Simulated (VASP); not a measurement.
VASP input:

### KPOINTS
```
Automatic mesh
0
Gamma
20 20 20
0 0 0
```

### INCAR
```
! general
SYSTEM =Cu
PREC   =Accurate
ENCUT  =520
LREAL  =.FALSE.
LASPH  =.TRUE.

! electronic loop
EDIFF  =1E-7
NELM   =100
ALGO   =Normal
LMAXMIX=4

! smearing
ISMEAR =-5

! ions
ISIF   =2

! output
LWAVE  =.FALSE.
LCHARG =.TRUE.
LORBIT =11
NEDOS  =601
```

### POSCAR
```
Cu
1
    0.0000000000     1.7626931724     1.7626931724
    1.7626931724     0.0000000000     1.7626931724
    1.7626931724     1.7626931724     0.0000000000
Cu
1
Direct
  0.0000000000   0.0000000000   0.0000000000
```

POTCAR, in this order: Cu (LDA.64 set). Program: vasp_std.

Question: Write an equivalent input for Ansatz.

Answer: One equivalent input (not run):
Ansatz 0.2 input:
```yaml
crystal:
  lattice:
    - [0.0000000, 1.7626932, 1.7626932]
    - [1.7626932, 0.0000000, 1.7626932]
    - [1.7626932, 1.7626932, 0.0000000]
  atoms:
    - { symbol: Cu, position: [0.0000000, 0.0000000, 0.0000000] }
kpoints:
  mp_grid: { grid: [20, 20, 20] }
hamiltonian:
  xc: lda
  pseudopotentials: { kind: paw }
scf:
  occupations: { method: tetrahedron }
  max_iter: 100
output: { forces: true, stress: true, eigenvalues: true }
```
What does not carry over: each code has its own PAW files, so the cut-off isn't converted (ENCUT is set for VASP's; basis.ecutwfc is left out, and Ansatz then takes the one that its files recommend); Ansatz stops its SCF on the density residual and VASP on the energy change (EDIFF); Ansatz's lda is the Perdew-Wang form, while the LDA potentials of VASP carry Perdew-Zunger's.

The compound is Cu in the fcc structure. It was relaxed first, which changed the volume by -7 %.
